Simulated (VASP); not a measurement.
Set up this calculation in VASP 6.6.1, as the native input.

- Task: relaxation of cell and atoms
- Functional: PBE
- Potentials or basis: VASP PAW PBE potentials, release 64 (Ta_pv, Mo_sv, C)
- Cutoff: 520 eV
- k mesh: 6 × 6 × 1
- Occupations: gaussian, width 0.15 eV
- Spin: no spin polarisation
- Further INCAR settings: PREC = Normal; LREAL = Auto; ALGO = Fast; EDIFF = 0.0001; IBRION = 2; EDIFFG = -0.08; NSW = 24; ISIF = 3

The structure of TaMo2C3 lies in POSCAR:

```
TaMo2C3
1.0
    3.2226799100      0.0000000000      0.0000000000
   -1.6113399500      2.7909226700      0.0000000000
    0.0000000000      0.0000000000     17.4111229900
Ta Mo C
2 4 6
Direct
    0.0000000000      0.0000000000      0.0000000000
    0.0000000000      0.0000000000      0.5000000000
    0.3333333300      0.6666666700      0.6666670000
    0.3333333300      0.6666666700      0.8333330000
    0.6666666700      0.3333333300      0.1666670000
    0.6666666700      0.3333333300      0.3333330000
    0.6666666700      0.3333333300      0.9166670000
    0.3333333300      0.6666666700      0.0833330000
    0.6666666700      0.3333333300      0.7500000000
    0.6666666700      0.3333333300      0.5833330000
    0.3333333300      0.6666666700      0.4166670000
    0.3333333300      0.6666666700      0.2500000000
```

The cell was built by a generator and needn't be a form met in nature.

The input as run:

INCAR

```
ALGO     = Fast           # electronic algorithm
EDIFF    = 1E-4           # SCF threshold, eV
EDIFFG   = -0.08          # ionic threshold
ENCUT    = 520            # plane-wave cutoff, eV
GGA      = PE             # functional
IBRION   = 2              # ionic algorithm
ISIF     = 3              # what is computed and relaxed
ISMEAR   = 0              # smearing method
LASPH    = T              # aspherical terms in the spheres
LCHARG   = F              # write CHGCAR
LREAL    = Auto         
LWAVE    = F              # write WAVECAR
NELM     = 60             # most SCF steps
NSW      = 24             # ionic steps
PREC     = Normal         # precision mode
SIGMA    = 0.15           # smearing width, eV
```

KPOINTS

```
k-points
0
Gamma
  6 6 1
```

Potentials or basis: VASP PAW PBE potentials, release 64 (Ta_pv, Mo_sv, C).

Launch:

```bash
$ cat potpaw_PBE.64/Ta_pv/POTCAR potpaw_PBE.64/Mo_sv/POTCAR potpaw_PBE.64/C/POTCAR > POTCAR
$ mpirun -np 1 vasp_std > vasp.out
```

It gave:

```json
{
 "Relaxed volume": "10.66 Å³/atom",
 "Relaxed cell": "a = 3.032 Å, b = 3.032 Å, c = 16.063 Å, α = 90.00°, β = 90.00°, γ = 120.00°",
 "Space group after relaxing (to 0.05 Å)": "P6_3/mmc (No. 194)",
 "Energy gained by relaxing": "402.9 meV/atom",
 "Ionic steps": "13",
 "Pressure after relaxing": "0.3 GPa",
 "Largest force after relaxing": "0.049 eV/Å",
 "Band gap on the k mesh": "none (metal or under the smearing width)"
}
```

Caveat: the k mesh is coarse (spacing up to 0.38 Å⁻¹), so the values aren't converged; the volume moved by over 15 % at a fixed basis, so the end points are rough; the relaxation stopped at a loose force limit of 0.08 eV/Å, so its end isn't a converged minimum.

Run time: 6.6 min on 1 thread of Intel(R) Xeon(R) Platinum 8259CL CPU @ 2.50GHz (Skylake/Cascade Lake), on a shared host, peak memory 0.22 GiB.
